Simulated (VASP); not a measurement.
Here is the system:

```
CELL_PARAMETERS angstrom
      3.98008     0.00000     0.00000
      0.00000     3.98008     0.00000
      0.00000     0.00000     3.98008
ATOMIC_POSITIONS crystal
  Ba 0.00000 0.00000 0.00000
  Ti 0.50000 0.50000 0.50000
  O  0.50000 0.00000 0.50000
  O  0.00000 0.50000 0.50000
  O  0.50000 0.50000 0.00000
```

Calculation: optB88-vdW, VASP's PBE PAW potentials (set 64) (plane waves; VASP). Run with 520 eV cut-off, 6×6×6 Γ-centred mesh, Gaussian smearing of 0.050 eV, potentials Ba_sv Ti_sv O.

Question: Give the stress tensor in GPa (positive for a compressed cell).

Answer: 
```
5.59  0.00  0.00
0.00  5.59  0.00
0.00  0.00  5.59
```
The pressure is its mean diagonal, 5.59 GPa.

The compound is BaTiO3 in the cubic perovskite structure, the ideal cubic form; the compound distorts at low or room temperature. This cell is one point of a volume scan, at 0.97 of the reference volume.
